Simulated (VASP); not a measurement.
```
P
1.0
    1.67608    -5.31368     0.00000
    1.67608     5.31368     0.00000
    0.00000     0.00000     4.46358
P
4
Cartesian
  1.67608   4.23288   4.10382
  1.67608   1.08080   1.87203
  1.67608  -1.08080   2.59156
  1.70870  -4.23288   0.35976
```

The numbers are results of PBE GGA, VASP's PBE PAW potentials (set 64) (plane waves; VASP), not measurements. Numerical set-up: 400 eV cut-off, 5×5×4 Γ-centred mesh, Gaussian smearing of 0.050 eV, potentials P.

Task: Estimate the energy per atom (σ→0), pressure, largest force.

Result: 
```json
{
  "energy per atom (σ→0)": "-5.360 eV/atom",
  "pressure": "-1.30 GPa",
  "largest_force": "0.454 eV/Å"
}
```

Only differences to runs with the same potentials and settings are physical.

The compound is P in the black structure. The cell was not relaxed at this level, atoms are displaced from their ideal sites. The run is one of a series of settings (KPOINTS 5×5×4 Γ-centred mesh against the base run), some of them coarse on purpose.
